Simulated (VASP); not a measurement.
These are PBEsol GGA, VASP's PBE PAW potentials (set 64) (plane waves; VASP) values and carry that method's errors.

A VASP calculation is set up with these files.

KPOINTS:
```
Automatic mesh
0
Gamma
6 6 6
0 0 0
```

### POSCAR
```
NbRu3
1.0
  3.9189100000   0.0000000000   0.0000000000
  0.0000000000   3.9189100000   0.0000000000
  0.0000000000   0.0000000000   3.9189100000
Nb Ru
1 3
direct
  0.0000000000   0.0000000000   0.0000000000
  0.0000000000   0.5000000000   0.5000000000
  0.5000000000   0.0000000000   0.5000000000
  0.5000000000   0.5000000000   0.0000000000
```

**INCAR**
```
SYSTEM = NbRu3
PREC = Accurate; ENCUT = 300; LREAL = .FALSE.
LASPH = .TRUE.
EDIFF = 1E-6; NELM = 100; ALGO = Normal
LMAXMIX = 4
ISMEAR = -1; SIGMA = 0.1
GGA = PS
ISIF = 2
LWAVE = .FALSE.; LCHARG = .FALSE.
```

POTCAR, in this order: Nb_sv Ru_pv (PBE.64 set). Program: vasp_std.

What VASP printed:

**OUTCAR**
```
 ion  position               nearest neighbor table
   1  0.000  0.000  0.000-   2 2.77   3 2.77   4 2.77   2 2.77   3 2.77   2 2.77   4 2.77   2 2.77
                             3 2.77   4 2.77   3 2.77   4 2.77
   2  0.000  0.500  0.500-   1 2.77   3 2.77   4 2.77   1 2.77   4 2.77   1 2.77   3 2.77   1 2.77
                             3 2.77   4 2.77   4 2.77   3 2.77
   3  0.500  0.000  0.500-   1 2.77   2 2.77   4 2.77   1 2.77   4 2.77   2 2.77   4 2.77   4 2.77
                             1 2.77   2 2.77   1 2.77   2 2.77
   4  0.500  0.500  0.000-   1 2.77   2 2.77   3 2.77   2 2.77   3 2.77   1 2.77   3 2.77   3 2.77
                             1 2.77   2 2.77   2 2.77   1 2.77
  LATTYP: Found a simple cubic cell.
 ALAT       =     3.9189100000
 Subroutine PRICEL returns:
 Original cell was already a primitive cell.
 Subroutine GETGRP returns: Found 48 space group operations
The static configuration has the point symmetry O_h .
The dynamic configuration has the point symmetry O_h .
 Subroutine INISYM returns: Found 48 space group operations
 Subroutine IBZKPT returns following result:
 Found     20 irreducible k-points:

 Following reciprocal coordinates:
            Coordinates               Weight
  0.000000  0.000000  0.000000      1.000000
  0.166667  0.000000  0.000000      6.000000
  0.333333  0.000000  0.000000      6.000000
...
```

OSZICAR:
```
       N       E                     dE             d eps       ncg     rms          rms(c)
DAV:   1     0.478511110755E+03    0.47851E+03   -0.24999E+04  1400   0.122E+03
DAV:   2    -0.240632720473E+02   -0.50257E+03   -0.49377E+03  1483   0.467E+02
DAV:   3    -0.439242512690E+02   -0.19861E+02   -0.19131E+02  2086   0.871E+01
DAV:   4    -0.447873048752E+02   -0.86305E+00   -0.85872E+00  1918   0.143E+01
DAV:   5    -0.448047324030E+02   -0.17428E-01   -0.17417E-01  1962   0.206E+00    0.209E+01
DAV:   6    -0.422543862980E+02    0.25503E+01   -0.85717E+00  1407   0.205E+01    0.527E+00
DAV:   7    -0.421299669366E+02    0.12442E+00   -0.37469E+00  2378   0.886E+00    0.426E+00
DAV:   8    -0.419074863771E+02    0.22248E+00   -0.13586E+00  2001   0.574E+00    0.137E+00
DAV:   9    -0.419031747701E+02    0.43116E-02   -0.43478E-02  1721   0.141E+00    0.416E-01
DAV:  10    -0.419024914984E+02    0.68327E-03   -0.48609E-03  1986   0.400E-01    0.107E-01
DAV:  11    -0.419024735163E+02    0.17982E-04   -0.14510E-03  2132   0.157E-01    0.448E-02
DAV:  12    -0.419024354986E+02    0.38018E-04   -0.15030E-04  1976   0.615E-02    0.153E-02
DAV:  13    -0.419024325364E+02    0.29622E-05   -0.34067E-05  2246   0.280E-02    0.550E-03
DAV:  14    -0.419024326175E+02   -0.81092E-07   -0.80963E-07   981   0.626E-03
   1 F= -.41902433E+02 E0= -.41817552E+02  d E =-.169762E+00
```

OUTCAR:
```
------------------------ aborting loop because EDIFF is reached ----------------------------------------
  FORCE on cell =-STRESS in cart. coord.  units (eV):
  Direction    XX          YY          ZZ          XY          YZ          ZX
  --------------------------------------------------------------------------------------
  Total       -5.3242790     -5.3242790     -5.3242790      0.0000000      0.0000000     -0.0000000
  in kB     -141.7344812   -141.7344812   -141.7344812      0.0000000      0.0000000     -0.0000000
  external PRESSURE =    -141.7344812 kB  Pullay stress =       0.0000000 kB
  volume of cell :       60.19
      direct lattice vectors                 reciprocal lattice vectors
     3.918910000  0.000000000  0.000000000     0.255172995  0.000000000  0.000000000
     0.000000000  3.918910000  0.000000000     0.000000000  0.255172995  0.000000000
     0.000000000  0.000000000  3.918910000     0.000000000  0.000000000  0.255172995
 POSITION                                       TOTAL-FORCE (eV/Angst)
 -----------------------------------------------------------------------------------
      0.00000      0.00000      0.00000         0.000000      0.000000      0.000000
      0.00000      1.95945      1.95945         0.000000      0.000000      0.000000
      1.95945      0.00000      1.95945         0.000000      0.000000      0.000000
      1.95945      1.95945      0.00000         0.000000      0.000000      0.000000
 -----------------------------------------------------------------------------------
    total drift:                                0.000000     -0.000000     -0.000000
  FREE ENERGIE OF THE ION-ELECTRON SYSTEM (eV)
  ---------------------------------------------------
  free  energy   TOTEN  =       -41.9024326175 eV

  energy  without entropy=      -41.7326708617  energy(sigma->0) =      -41.81755174
```
(Selected blocks of OUTCAR.)

At this cut-off the stress carries a Pulay error, which pulls relaxed volumes low.

The structure comes from a computed database's NbRu3 entry; how it stands against other phases isn't given here. The cell was not relaxed at this level. The electron count is odd and the run is not spin-polarised, which forces a metal.
